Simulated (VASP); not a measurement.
Input:

```yaml
crystal:
  lattice:
    - [-0.00014, 5.42715, 5.42109]
    - [5.42715, -0.00014, 5.42109]
    - [2.71351, 2.71351, 0.00000]
  atoms:
    - { symbol: Zn, position: [0.99260, 0.99260, 0.01479] }
    - { symbol: Zn, position: [0.99587, 0.51108, 0.99306] }
    - { symbol: Zn, position: [0.51108, 0.99587, 0.99306] }
    - { symbol: Zn, position: [0.50043, 0.50043, 0.99915] }
    - { symbol: Se, position: [0.12563, 0.12563, 0.24874] }
    - { symbol: S, position: [0.12592, 0.62392, 0.25017] }
    - { symbol: S, position: [0.62392, 0.12592, 0.25017] }
    - { symbol: S, position: [0.62456, 0.62456, 0.25088] }
```

The numbers are results of PBEsol GGA, VASP's PBE PAW potentials (set 64) (plane waves; VASP 6.6.1), not measurements. Run with 400 eV cut-off, 4×4×8 Γ-centred mesh, tetrahedra with Blöchl corrections, potentials Zn Se S.

The cores are frozen, which limits the accuracy of field gradients.

Q: Give the principal components of the electric field gradient (V/Å²) and the asymmetry η at each nucleus.

A: 
```json
[
 {"atom": "Zn1", "Vxx": "4.4", "Vyy": "0.6", "Vzz": "-5.0", "η": "0.76"},
 {"atom": "Zn2", "Vxx": "-2.2", "Vyy": "-2.0", "Vzz": "4.2", "η": "0.03"},
 {"atom": "Zn3", "Vxx": "-2.2", "Vyy": "-2.0", "Vzz": "4.2", "η": "0.03"},
 {"atom": "Zn4", "Vxx": "0.4", "Vyy": "0.2", "Vzz": "-0.5", "η": "0.38"},
 {"atom": "Se5", "Vxx": "16.3", "Vyy": "5.5", "Vzz": "-21.8", "η": "0.49"},
 {"atom": "S6", "Vxx": "8.6", "Vyy": "4.0", "Vzz": "-12.6", "η": "0.37"},
 {"atom": "S7", "Vxx": "8.6", "Vyy": "4.0", "Vzz": "-12.6", "η": "0.37"},
 {"atom": "S8", "Vxx": "7.8", "Vyy": "2.3", "Vzz": "-10.1", "η": "0.55"}
]
```

The structure was generated: Zn4S3Se was put into an ordered model structure (Amm2), which need not be its known phase. It was relaxed first.
